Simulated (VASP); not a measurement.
Input:

```
BN
1.0
    2.54257     0.00000     0.00000
   -1.27129     2.20193     0.00000
    0.00000     0.00000     4.20545
B N
2 2
Direct
  0.66667   0.33333   0.99979
  0.33333   0.66667   0.49979
  0.66667   0.33333   0.62521
  0.33333   0.66667   0.12521
```

These are PBEsol GGA, VASP's PBE PAW potentials (set 64) (plane waves; VASP 6.6.1) values and carry that method's errors. Run with 520 eV cut-off, 9×9×5 Γ-centred mesh, Gaussian smearing of 0.050 eV, potentials B N.

### Question
Estimate the energy per atom (σ→0), band gap (on the k-mesh) with the smallest direct gap where there is one.

### Answer

```json
{
  "band gap (on the k-mesh)": "4.96 eV",
  "smallest direct gap (on the k-mesh)": "8.20 eV",
  "energy per atom (σ→0)": "-9.156 eV/atom"
}
```

The absolute energy has meaning only against runs of the same code, potentials and settings.

The structure comes from a computed database's BN entry (P6_3mc); how it stands against other phases isn't given here. It was relaxed first. The start is the result of an earlier pass.
